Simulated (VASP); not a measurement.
Method: PBE GGA, VASP's PBE PAW potentials (set 64) (plane waves; VASP).

Input for VASP

### INCAR
```
EDIFF=1E-6
ISMEAR=1
LMAXMIX=4   ! l cut-off of mixed one-centre charges
ISIF=2
LCHARG=.FALSE.
GGA=PE   ! PBE
LREAL=.FALSE.   ! projection in real space or not
LWAVE=.FALSE.
NELM=100
SYSTEM=Cu
SIGMA=0.1   ! width (eV)
ALGO=Normal
ENCUT=400
PREC=Accurate
LASPH=.TRUE.   ! aspherical one-centre terms
```

**POSCAR**
```
Cu
2.6037090
  0.0000000000   0.7071066698   0.7071066698
  0.7071066698   0.0000000000   0.7071066698
  0.7071066698   0.7071066698   0.0000000000
Cu
1
direct
  0.0000000000   0.0000000000   0.0000000000
```

KPOINTS:
```
Regular mesh
0
M
  6 6 6
0 0 0
```

POTCAR, in this order: Cu (PBE.64 set). Program: vasp_std.

The resulting files:

OUTCAR:
```
 ion  position               nearest neighbor table
   1  0.000  0.000  0.000-
  LATTYP: Found a face centered cubic cell.
 ALAT       =     3.6822000000
 Subroutine PRICEL returns:
 Original cell was already a primitive cell.
 Subroutine GETGRP returns: Found 48 space group operations
The static configuration has the point symmetry O_h .
The dynamic configuration has the point symmetry O_h .
 Subroutine INISYM returns: Found 48 space group operations
 Subroutine IBZKPT returns following result:
 Found     28 irreducible k-points:

 Following reciprocal coordinates:
            Coordinates               Weight
  0.083333  0.083333  0.083333      8.000000
  0.250000  0.083333  0.083333     24.000000
  0.416667  0.083333  0.083333     24.000000
 -0.416667  0.083333  0.083333     24.000000
 -0.250000  0.083333  0.083333     24.000000
 -0.083333  0.083333  0.083333     24.000000
  0.250000  0.250000  0.083333     24.000000
  0.416667  0.250000  0.083333     48.000000
 -0.416667  0.250000  0.083333     48.000000
 -0.250000  0.250000  0.083333     48.000000
 -0.083333  0.250000  0.083333     48.000000
  0.416667  0.416667  0.083333     24.000000
 -0.416667  0.416667  0.083333     48.000000
 -0.250000  0.416667  0.083333     48.000000
 -0.083333  0.416667  0.083333     48.000000
 -0.416667 -0.416667  0.083333     24.000000
 -0.250000 -0.416667  0.083333     48.000000
 -0.250000 -0.250000  0.083333     24.000000
  0.250000  0.250000  0.250000      8.000000
  0.416667  0.250000  0.250000     24.000000
 -0.416667  0.250000  0.250000     24.000000
 -0.250000  0.250000  0.250000     24.000000
  0.416667  0.416667  0.250000     24.000000
 -0.416667  0.416667  0.250000     48.000000
 -0.250000  0.416667  0.250000     48.000000
...
```

### OSZICAR
```
       N       E                     dE             d eps       ncg     rms          rms(c)
DAV:   1     0.324816057413E+02    0.32482E+02   -0.49042E+03   512   0.166E+03
DAV:   2    -0.427067475784E+01   -0.36752E+02   -0.35196E+02   506   0.181E+02
DAV:   3    -0.459322493230E+01   -0.32255E+00   -0.32179E+00   617   0.256E+01
DAV:   4    -0.459514347746E+01   -0.19185E-02   -0.19184E-02   652   0.173E+00
DAV:   5    -0.459515985294E+01   -0.16375E-04   -0.16375E-04   613   0.126E-01    0.757E+00
DAV:   6    -0.413905403929E+01    0.45611E+00   -0.17596E+01   529   0.956E+01    0.426E+00
DAV:   7    -0.372123021518E+01    0.41782E+00   -0.29348E+00   535   0.388E+01    0.567E-01
DAV:   8    -0.371140049478E+01    0.98297E-02   -0.50729E-03   545   0.115E+00    0.281E-01
DAV:   9    -0.371013840273E+01    0.12621E-02   -0.98232E-03   564   0.208E+00    0.491E-02
DAV:  10    -0.371012424266E+01    0.14160E-04   -0.32632E-04   599   0.394E-01    0.145E-02
DAV:  11    -0.371012133208E+01    0.29106E-05   -0.44009E-05   568   0.138E-01    0.445E-03
DAV:  12    -0.371012052816E+01    0.80392E-06   -0.18910E-06   315   0.298E-02
   1 F= -.37101205E+01 E0= -.37094449E+01  d E =-.202684E-02
```

File OUTCAR:
```
------------------------ aborting loop because EDIFF is reached ----------------------------------------
  FORCE on cell =-STRESS in cart. coord.  units (eV):
  Direction    XX          YY          ZZ          XY          YZ          ZX
  --------------------------------------------------------------------------------------
  Total       -0.4270931     -0.4270931     -0.4270931      0.0000000      0.0000000     -0.0000000
  in kB      -54.8240302    -54.8240302    -54.8240302      0.0000000      0.0000000     -0.0000000
  external PRESSURE =     -54.8240302 kB  Pullay stress =       0.0000000 kB
  volume of cell :       12.48
      direct lattice vectors                 reciprocal lattice vectors
     0.000000000  1.841100000  1.841100000    -0.271576775  0.271576775  0.271576775
     1.841100000  0.000000000  1.841100000     0.271576775 -0.271576775  0.271576775
     1.841100000  1.841100000  0.000000000     0.271576775  0.271576775 -0.271576775
 POSITION                                       TOTAL-FORCE (eV/Angst)
 -----------------------------------------------------------------------------------
      0.00000      0.00000      0.00000         0.000000      0.000000      0.000000
 -----------------------------------------------------------------------------------
    total drift:                                0.000000     -0.000000     -0.000000
  FREE ENERGIE OF THE ION-ELECTRON SYSTEM (eV)
  ---------------------------------------------------
  free  energy   TOTEN  =        -3.7101205282 eV

  energy  without entropy=       -3.7080936849  energy(sigma->0) =       -3.70944491
```
(Selected blocks of OUTCAR.)

The compound is Cu in the fcc structure. The cell was not relaxed at this level. The k-mesh is coarse (spacing up to 0.49 per Å, 2π included), so the numbers may not be converged in it. The run is one of a series of settings (KPOINTS 6×6×6 Monkhorst-Pack mesh against the base run), some of them coarse on purpose.
